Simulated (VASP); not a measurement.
OSZICAR of a VASP run on MgH2 (rutile):

File OSZICAR:
```
       N       E                     dE             d eps       ncg     rms          rms(c)
DAV:   1    -0.316776364556E+00   -0.31678E+00   -0.27377E+03   384   0.605E+02
DAV:   2    -0.182835628601E+02   -0.17967E+02   -0.17526E+02   512   0.780E+01
DAV:   3    -0.188722185299E+02   -0.58866E+00   -0.58866E+00   520   0.192E+01
DAV:   4    -0.188732481986E+02   -0.10297E-02   -0.10297E-02   560   0.799E-01
DAV:   5    -0.188732516475E+02   -0.34489E-05   -0.34489E-05   560   0.340E-02    0.651E+00
DAV:   6    -0.179537801845E+02    0.91947E+00   -0.72174E-01   400   0.509E+00    0.336E+00
DAV:   7    -0.176321482334E+02    0.32163E+00   -0.97553E-01   400   0.638E+00    0.500E-01
DAV:   8    -0.176409640110E+02   -0.88158E-02   -0.19064E-02   440   0.108E+00    0.939E-02
DAV:   9    -0.176408491176E+02    0.11489E-03   -0.78782E-04   560   0.206E-01    0.197E-02
DAV:  10    -0.176408703767E+02   -0.21259E-04   -0.37010E-05   456   0.533E-02    0.102E-02
DAV:  11    -0.176408690196E+02    0.13571E-05   -0.63083E-06   512   0.132E-02    0.183E-03
DAV:  12    -0.176408690078E+02    0.11784E-07   -0.18856E-07   248   0.358E-03
   1 F= -.17640869E+02 E0= -.17640869E+02  d E =-.176409E+02
       N       E                     dE             d eps       ncg     rms          rms(c)
DAV:   1    -0.176414576330E+02   -0.58861E-03   -0.16603E-03   432   0.388E-01    0.242E-02
DAV:   2    -0.176414521412E+02    0.54918E-05   -0.82917E-06   488   0.228E-02    0.136E-02
DAV:   3    -0.176414509518E+02    0.11894E-05   -0.75025E-06   408   0.154E-02    0.138E-03
DAV:   4    -0.176414508843E+02    0.67528E-07   -0.26662E-07   192   0.339E-03
   2 F= -.17641451E+02 E0= -.17641451E+02  d E =-.581876E-03
```

### Question
Which electronic solver shows in the log?

### Answer
It is blocked Davidson (ALGO = Normal, or the opening steps of other solvers). The INCAR had ALGO = Normal.

### Question
Can the final energy be trusted as converged?

### Answer
The calculation finished and met its thresholds. It stopped with EDIFF = 1E-6, NELM = 100, NSW = 60 and EDIFFG = -0.02 after 2 ionic steps (PBE GGA, plane waves, VASP's PBE PAW potentials (set 64)).

The compound is MgH2 in the rutile structure. This run relaxes it. Symmetry was kept, so distortions that lower it aren't found. The start is the result of an earlier pass.
